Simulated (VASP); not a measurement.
Input:

```
AlNi
1.0
    2.89000     0.00000     0.00000
    0.00000     2.89000     0.00000
    0.00000     0.00000     2.89000
Al Ni
1 1
Direct
  0.50000   0.50000   0.50000
  0.00000   0.00000   0.00000
```

These are TPSS meta-GGA, VASP's PBE PAW potentials (set 64) (plane waves; VASP) values and carry that method's errors. Numerical set-up: 520 eV cut-off, 11×11×11 Γ-centred mesh, first-order Methfessel-Paxton smearing of 0.10 eV, potentials Al Ni.

Question: The ions, cell shape and volume are relaxed. Predict the relaxed structure.

Answer: 
```
AlNi
1.0
    2.87291     0.00000     0.00000
    0.00000     2.87291     0.00000
    0.00000     0.00000     2.87291
Al Ni
1 1
Direct
  0.50000   0.50000   0.50000
  0.00000   0.00000   0.00000
```
Space group Pm-3m (221), at a tolerance of 0.03 Å.

Question: How do energy and volume change from the first to the last step?

Answer: The energy (σ→0) changes by -2.1 meV/atom and the volume by -1.8 %, in 4 ionic steps.

The compound is NiAl in the CsCl type structure. This run relaxes it. Symmetry was kept, so distortions that lower it aren't found. The run is not spin-polarised, so no magnetic state was tried. The electron count is odd and the run is not spin-polarised, which forces a metal.
